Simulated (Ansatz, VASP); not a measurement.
# Sc in two plane-wave programs, part 3 of 3

One calculation is typed for both programs; each brings its own data sets. How far apart do they land? The cell is taken from a series of runs on this material, whose earlier steps may have relaxed, scaled, displaced or heated it; both programs get it as it stands.

VASP 6.6.1 and Ansatz 0.2.0.

So far: The structure; Ansatz: zone-centre phonons, PBEsol, pair 1; VASP: zone-centre phonons, PBEsol, pair 1; Side by side.

## Step 5: VASP: zone-centre phonons, PBEsol, pair 2

Level of this step: PBEsol; plane waves and PAW (Sc_sv) (VASP).

Second derivatives magnify differences that forces hide, and they need a tight electronic threshold. The cell compared in this pair holds 46.42 Å³, against 46.14 Å³ for the pair before.

Contents of INCAR:

```
SYSTEM = Sc
PREC = Accurate
ENCUT = 500
EDIFF = 1E-08
NELM = 120
ISMEAR = 1
SIGMA = 0.2
LREAL = .FALSE.
ALGO = Normal
GGA = PS
NBANDS = 17
LASPH = .TRUE.
LORBIT = 11
LWAVE = .FALSE.
LCHARG = .FALSE.
ISIF = 2
IBRION = 8
GGA_COMPAT = .FALSE.
KPAR = 2
```

Contents of POSCAR:

```
Sc
1.0
    3.2980066817      0.0000000000      0.0000000000
   -1.6490033409      2.8561575682      0.0000000000
    0.0000000000      0.0000000000      4.9279408125
Sc
2
Direct
    0.3333334426      0.6666665574      0.2500000000
    0.6666665574      0.3333334426      0.7500000000
```

Contents of KPOINTS:

```
Automatic mesh
0
Gamma
15 15 8
0 0 0
```

Potentials, in the order of the species: Sc_sv (PBE family, release 64).

Launch:

```console
$ mpirun -np 2 vasp_std
```

Numbers of over 12 decimals in the logs are rounded to 6 here.

The log of the run:

```text
[banner, memory and clock lines left out]
running    2 mpi-ranks, on    1 nodes
[...]
[... a notice as in an earlier step ...]

 LDA part: xc-table for (Slater+PW92), standard interpolation
 POSCAR, INCAR and KPOINTS ok, starting setup
[...]
entering main loop
       N       E                     dE             d eps       ncg     rms          rms(c)
DAV:   1     0.353188820310E+03    0.35319E+03   -0.10863E+04  4606   0.135E+03
DAV:   2     0.527045964860E+01   -0.34792E+03   -0.34191E+03  5766   0.572E+02
DAV:   3    -0.142524787979E+02   -0.19523E+02   -0.18813E+02  7501   0.163E+02
DAV:   4    -0.146409628394E+02   -0.38848E+00   -0.38574E+00  6651   0.201E+01
[...]
DAV:  14    -0.131977486014E+02   -0.22053E-07   -0.10439E-09  3791   0.648E-04    0.376E-05
DAV:  15    -0.131977486126E+02   -0.11105E-07   -0.41310E-10  3407   0.413E-04    0.937E-06
DAV:  16    -0.131977486129E+02   -0.31014E-09   -0.17294E-10  3173   0.317E-04
   1 F= -.13197749E+02 E0= -.13196763E+02  d E =-.295654E-02
[...]
RMM:  31    -0.739193741093E+00    0.20856E-09   -0.20741E-07 50511   0.418E-03    0.324E-07
RMM:  32    -0.739193740930E+00    0.16336E-09   -0.20098E-07 50937   0.418E-03    0.361E-07
RMM:  33    -0.739193741004E+00   -0.74681E-10   -0.20322E-07 51129   0.418E-03    0.345E-07
 first order change of Fermi-energy   0.70507E-05
 force on displaced ion       1 direction 1 :  -1.745  -0.000   0.000
 Linear response progress:
  Degree of freedom:   2/  2
       N       E                     dE             d eps       ncg     rms          rms(c)
RMM:   1    -0.803437841788E+00   -0.80344E+00   -0.66490E+01  6625   0.219E+02
RMM:   2    -0.801639012485E+00    0.17988E-02   -0.15384E-01  9830   0.462E+00    0.134E-01
RMM:   3    -0.801993083307E+00   -0.35407E-03   -0.11398E-02 11169   0.984E-01    0.491E-02
RMM:   4    -0.800933267460E+00    0.10598E-02   -0.15082E-03 12212   0.296E-01    0.151E-02
[...]
RMM:  23    -0.800771274024E+00   -0.32087E-08   -0.47342E-07 15745   0.467E-03    0.356E-07
RMM:  24    -0.800771273293E+00    0.73111E-09   -0.47192E-07 15843   0.467E-03    0.408E-07
RMM:  25    -0.800771275348E+00   -0.20551E-08   -0.48544E-07 15849   0.468E-03    0.397E-07
 first order change of Fermi-energy   0.11486E-03
 force on displaced ion       1 direction 3 :  -0.000   0.000  -5.593
 Linear response finished
```

Parts of OUTCAR (step 5):

```text
  Total        0.0005633      0.0005633      0.8676436     -0.0000000      0.0000000     -0.0000000
  in kB        0.0194434      0.0194434     29.9469607     -0.0000000      0.0000000     -0.0000000
  external PRESSURE =       9.9952825 kB  Pullay stress =       0.0000000 kB

 POSITION                                       TOTAL-FORCE (eV/Angst)
 -----------------------------------------------------------------------------------
      0.00000      1.90410      1.23199         0.000000      0.000000      0.000000
      1.64900      0.95205      3.69596        -0.000000     -0.000000      0.000000
 -----------------------------------------------------------------------------------
    total drift:                               -0.000492      0.000284     -0.000145

[... 1 part as in an earlier step ...]

[... 1 further part left out ...]
```

## Step 6: Ansatz: zone-centre phonons, PBEsol, pair 2

The same cell, functional, mesh and smearing now go to Ansatz, which takes its cutoff from its data sets.

The cell is taken from a series of runs on this material, whose earlier steps may have relaxed, scaled, displaced or heated it; both programs get it as it stands.

Contents of input.yaml:

```yaml
crystal:
  lattice:
    - [3.2980066817, 0.0, 0.0]
    - [-1.6490033409, 2.8561575682, 0.0]
    - [0.0, 0.0, 4.9279408125]
  atoms:
    - { symbol: Sc, position: [0.3333334426, 0.6666665574, 0.25] }
    - { symbol: Sc, position: [0.6666665574, 0.3333334426, 0.75] }
kpoints:
  mp_grid: { grid: [15, 15, 8] }
hamiltonian:
  xc: pbesol
  pseudopotentials: { kind: paw, azcp: { folder: soft_1 }, xc_functional: pbe }
scf:
  occupations: { method: methfessel_paxton, width: 0.2 }
output:
  eigenvalues: true
phonons:
  method: dfpt
```

Launch:

```console
$ ansatz run input.yaml --threads 4 --pin off --max-ram 10240MiB --backend cpu --events-out ev --progress --plain --runs-dir out
```

The log of the run:

```text
[...]
Crystal: 2 atoms, lattice volume = 46.419 Å³
Basis set: ecut = 420 eV, 929 PW (Γ), exchange–correlation on 48×48×72 points (8 copies of the dense FFT grid, shifted against one another)
Bands: 15, of which v1, the nominal top of the filled ones, is band 11 counted from 1 (10 counted from 0)
Symmetry: 24 space group operations
[...]
k-point 1: bands = [... 7 lower, -17.7866, 4.5974, 7.9246, 10.6868, 11.2236, 11.2236, 11.7803, 11.7803]
  k-point 2: bands = [... 7 lower, -17.8358, 4.9446, 7.5509, 10.5415, 11.1087, 11.1087, 11.5654, 11.5654]
  k-point 319: bands = [... 7 lower, -17.8644, 8.3073, 8.3073, 9.8563, 9.8563, 10.5054, 10.5054, 12.0439]
[...]
ASR residual: 8.320e-5 → 0.000e0 eV/Å²; symmetrization residual: 2.656e-10 eV/Å²
  ASR residual per site (eV/Å²): 8.32e-5 8.32e-5
  Γ frequencies (cm⁻¹): 0.00 0.00 0.00 143.80 143.80 259.67
[...]
[key lines of the parts left out:]
SCF converged after 8 iterations
Free energy (F): -4222.730089 eV
Fermi energy:    9.694387 eV
```

## Step 7: Side by side

Both answers:

| quantity | Ansatz | VASP | difference |
| --- | --- | --- | --- |
| optical mode 1 to 2 (cm⁻¹) | 143.8 | 145.3 | -1.03 % |
| optical mode 3 (cm⁻¹) | 259.7 | 260.1 | -0.18 % |

Modes are paired by rising frequency, not by their patterns, so a pair may set unlike modes beside each other; they are those without the splitting of longitudinal modes.

## Step 8: Results

| Property | Result |
| --- | --- |
| r.m.s. difference of the optical zone-centre modes, each program's sorted by frequency (zone-centre phonons, PBEsol, pair 1) | 1.1 cm⁻¹ |
| difference in optical mode 1 to 2 (zone-centre phonons, PBEsol, pair 1) | -0.8 % |
| r.m.s. difference of the optical zone-centre modes, each program's sorted by frequency (zone-centre phonons, PBEsol, pair 2) | 1.3 cm⁻¹ |
| difference in optical mode 1 to 2 (zone-centre phonons, PBEsol, pair 2) | -1.0 % |

What this shows: The r.m.s. difference of the optical zone-centre modes, each program's sorted by frequency is 1.1 cm⁻¹ (zone-centre phonons, PBEsol, pair 1). Among the rows given in per cent, the largest difference of the zone-centre phonons, PBEsol, pair 1 pair is in optical mode 1 to 2, -0.8 %. Among the rows given in per cent, the largest difference of the zone-centre phonons, PBEsol, pair 2 pair is in optical mode 1 to 2, -1.0 %. Such differences can come from data sets, numerical settings and the points named under the comparisons, not from the functional's error against experiment.

[Lines on the potential files, build, host, timing and source positions are cut from VASP's logs without a mark.]

[Logs are printed without paths, hosts, clocks, repeated set-up lines and the standing remarks that a program may print on its own settings, such as how far it seeks lower states.]

[Hosts, paths, dates, database ids (printed as entryN), source tags and the programs' standing remarks are cut or masked in the printed files.]
